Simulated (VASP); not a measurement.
Computed with PBE GGA, VASP's PBE PAW potentials (set 64) (plane waves; VASP 6.6.1).

VASP ran on this input.

INCAR:
```
SYSTEM = FePt
PREC = Accurate; ENCUT = 500; LREAL = .False.
LASPH = .True.
EDIFF = 1E-6; NELM = 100; ALGO = Normal
LMAXMIX = 6
ISMEAR = 1; SIGMA = 0.1
GGA = PE
MAGMOM = 2.9 0.3
ISPIN = 2
IBRION = 2; NSW = 40; ISIF = 3
EDIFFG = -0.02; PSTRESS = 450
LWAVE = .False.; LCHARG = .False.; LORBIT = 10
```

POSCAR:
```
FePt
1
    2.5530871855     0.0000000000     0.0000000000
    0.0000000000     2.5530871855     0.0000000000
    0.0000000000     0.0000000000     3.5250673100
Fe Pt
1 1
Direct
  0.0000000000   0.0000000000   0.0000000000
  0.5000000000   0.5000000000   0.5000000000
```

KPOINTS:
```
Automatic mesh
0
Gamma
14 14 10
0 0 0
```

POTCAR, in this order: Fe Pt (PBE.64 set). Program: vasp_std.

The resulting files:

### OSZICAR
```
       N       E                     dE             d eps       ncg     rms          rms(c)
DAV:   1     0.912175618417E+02    0.91218E+02   -0.87468E+03 13648   0.135E+03
DAV:   2    -0.123453549283E+02   -0.10356E+03   -0.93210E+02 13254   0.261E+02
DAV:   3    -0.151827484552E+02   -0.28374E+01   -0.27675E+01 16257   0.527E+01
DAV:   4    -0.152121901619E+02   -0.29442E-01   -0.29434E-01 14890   0.450E+00
DAV:   5    -0.152129941275E+02   -0.80397E-03   -0.80395E-03 17197   0.841E-01    0.230E+01
DAV:   6    -0.149298506573E+02    0.28314E+00   -0.59619E+00 13800   0.593E+01    0.143E+01
DAV:   7    -0.144946140593E+02    0.43524E+00   -0.65515E+00 16535   0.685E+01    0.132E+01
DAV:   8    -0.139682371075E+02    0.52638E+00   -0.77378E-01 15979   0.190E+01    0.512E+00
DAV:   9    -0.139681351343E+02    0.10197E-03   -0.72197E-02 18595   0.484E+00    0.299E+00
DAV:  10    -0.139694948543E+02   -0.13597E-02   -0.42057E-02 17471   0.428E+00    0.146E+00
DAV:  11    -0.139656149185E+02    0.38799E-02   -0.85419E-03 19472   0.198E+00    0.627E-01
DAV:  12    -0.139655495800E+02    0.65339E-04   -0.10982E-03 19147   0.658E-01    0.188E-01
DAV:  13    -0.139656973694E+02   -0.14779E-03   -0.83985E-05 18469   0.165E-01    0.111E-01
DAV:  14    -0.139657336989E+02   -0.36330E-04   -0.20053E-05 19445   0.102E-01    0.327E-02
DAV:  15    -0.139657372006E+02   -0.35018E-05   -0.54753E-06 16563   0.504E-02    0.102E-02
DAV:  16    -0.139657365571E+02    0.64358E-06   -0.16013E-06  8558   0.348E-02
   1 F= -.75121575E+01 E0= -.75124308E+01  d E =-.751216E+01  mag=     2.8327
       N       E                     dE             d eps       ncg     rms          rms(c)
DAV:   1    -0.207678406930E+02   -0.68021E+01   -0.10915E+02 13142   0.150E+02    0.192E+01
DAV:   2    -0.149556941085E+02    0.58121E+01   -0.14881E+01 14703   0.524E+01    0.134E+01
DAV:   3    -0.150345854741E+02   -0.78891E-01   -0.15713E+00 16708   0.275E+01    0.110E+01
DAV:   4    -0.148566236076E+02    0.17796E+00   -0.77134E-01 16751   0.269E+01    0.536E+00
DAV:   5    -0.148183643384E+02    0.38259E-01   -0.24577E-01 15513   0.125E+01    0.356E+00
DAV:   6    -0.148008520356E+02    0.17512E-01   -0.40728E-02 19297   0.450E+00    0.427E-01
DAV:   7    -0.148017230358E+02   -0.87100E-03   -0.25762E-03 15323   0.536E-01    0.202E-01
DAV:   8    -0.148018332911E+02   -0.11026E-03   -0.13809E-04 17417   0.141E-01    0.793E-02
DAV:   9    -0.148018461171E+02   -0.12826E-04   -0.33982E-05 17745   0.115E-01    0.210E-02
DAV:  10    -0.148018484539E+02   -0.23368E-05   -0.36430E-06 14596   0.216E-02    0.890E-03
DAV:  11    -0.148018486585E+02   -0.20459E-06   -0.11689E-06  7441   0.269E-02
   2 F= -.69638298E+01 E0= -.69641059E+01  d E =0.548328E+00  mag=     3.2738
       N       E                     dE             d eps       ncg     rms          rms(c)
DAV:   1    -0.176620524383E+02   -0.28602E+01   -0.58797E+01 13212   0.102E+02    0.181E+01
DAV:   2    -0.143958202178E+02    0.32662E+01   -0.67918E+00 14815   0.331E+01    0.802E+00
DAV:   3    -0.143512107165E+02    0.44610E-01   -0.30305E-01 16081   0.783E+00    0.354E+00
DAV:   4    -0.143465212971E+02    0.46894E-02   -0.21545E-02 16007   0.246E+00    0.136E+00
DAV:   5    -0.143434799940E+02    0.30413E-02   -0.14959E-02 18970   0.307E+00    0.828E-01
DAV:   6    -0.143404615513E+02    0.30184E-02   -0.13547E-02 15214   0.281E+00    0.584E-01
DAV:   7    -0.143400684885E+02    0.39306E-03   -0.25527E-03 19225   0.989E-01    0.119E-01
DAV:   8    -0.143401681397E+02   -0.99651E-04   -0.29944E-04 15973   0.340E-01    0.727E-02
DAV:   9    -0.143402103568E+02   -0.42217E-04   -0.27650E-05 15787   0.605E-02    0.337E-02
DAV:  10    -0.143402114013E+02   -0.10445E-05   -0.55553E-06 16319   0.466E-02    0.802E-03
DAV:  11    -0.143402114185E+02   -0.17184E-07   -0.56797E-07  7509   0.138E-02
   3 F= -.75724118E+01 E0= -.75721889E+01  d E =-.602543E-01  mag=     2.9966
       N       E                     dE             d eps       ncg     rms          rms(c)
DAV:   1    -0.143238713669E+02    0.16340E-01   -0.18249E-02 13247   0.189E+00    0.281E-01
DAV:   2    -0.143229109466E+02    0.96042E-03   -0.19736E-03 15270   0.575E-01    0.146E-01
DAV:   3    -0.143228992137E+02    0.11733E-04   -0.91648E-05 16222   0.118E-01    0.795E-02
DAV:   4    -0.143228975934E+02    0.16204E-05   -0.14572E-05 18147   0.102E-01    0.282E-02
DAV:   5    -0.143228972022E+02    0.39116E-06   -0.14772E-05 15558   0.105E-01    0.291E-02
DAV:   6    -0.143228954129E+02    0.17893E-05   -0.62358E-06 16871   0.619E-02    0.633E-03
DAV:   7    -0.143228956108E+02   -0.19788E-06   -0.47627E-07  6906   0.137E-02
   4 F= -.75726276E+01 E0= -.75724225E+01  d E =-.604702E-01  mag=     2.9881
```

### OUTCAR
```
------------------------ aborting loop because EDIFF is reached ----------------------------------------
  FORCE on cell =-STRESS in cart. coord.  units (eV):
  Direction    XX          YY          ZZ          XY          YZ          ZX
  --------------------------------------------------------------------------------------
  Total        6.7430029      6.7430029      6.7427602      0.0000000     -0.0000000      0.0000000
  in kB      449.5156834    449.5156834    449.4994996      0.0000000     -0.0000000      0.0000000
  external PRESSURE =      -0.4897112 kB  Pullay stress =     450.0000000 kB
  volume of cell :       24.03
      direct lattice vectors                 reciprocal lattice vectors
     2.592472553  0.000000000  0.000000000     0.385732145  0.000000000 -0.000000000
     0.000000000  2.592472553  0.000000000     0.000000000  0.385732145  0.000000000
     0.000000000  0.000000000  3.575944317    -0.000000000  0.000000000  0.279646413
 POSITION                                       TOTAL-FORCE (eV/Angst)
 -----------------------------------------------------------------------------------
      0.00000      0.00000      0.00000        -0.000000      0.000000      0.000000
      1.29624      1.29624      1.78797         0.000000      0.000000      0.000000
 -----------------------------------------------------------------------------------
    total drift:                               -0.000000      0.000000      0.000000
  FREE ENERGIE OF THE ION-ELECTRON SYSTEM (eV)
  ---------------------------------------------------
  free  energy   TOTEN  =       -14.3228956108 eV

  energy  without entropy=      -14.3222801688  energy(sigma->0) =      -14.32269046
  enthalpy is  TOTEN    =        -7.5726276470 eV   P V=        6.7502679638

 total charge

# of ion       s       p       d       tot
------------------------------------------
    1        0.464   0.578   6.278   7.321
    2        0.795   0.856   8.162   9.813
--------------------------------------------------
tot          1.260   1.434  14.440  17.134

 magnetization (x)

# of ion       s       p       d       tot
------------------------------------------
    1        0.001  -0.006   2.639   2.633
    2       -0.025  -0.072   0.402   0.304
--------------------------------------------------
tot         -0.025  -0.079   3.041   2.938

 reached required accuracy - stopping structural energy minimisation
```
(Selected blocks of OUTCAR.)

**CONTCAR**
```
FePt
   1.00000000000000
     2.5924725533797601    0.0000000000000000    0.0000000000000000
     0.0000000000000000    2.5924725533797601    0.0000000000000000
     0.0000000000000000    0.0000000000000000    3.5759443166616856
  Fe              Pt
     1     1
Direct
     0.0000000000000000    0.0000000000000000    0.0000000000000000
     0.5000000000000000    0.5000000000000000    0.5000000000000000
```

Energy and stress use the plane-wave basis of the starting cell.

The compound is FePt in the L1_0 structure. This run relaxes it under an external pressure of 45 GPa. Symmetry was kept, so distortions that lower it aren't found.
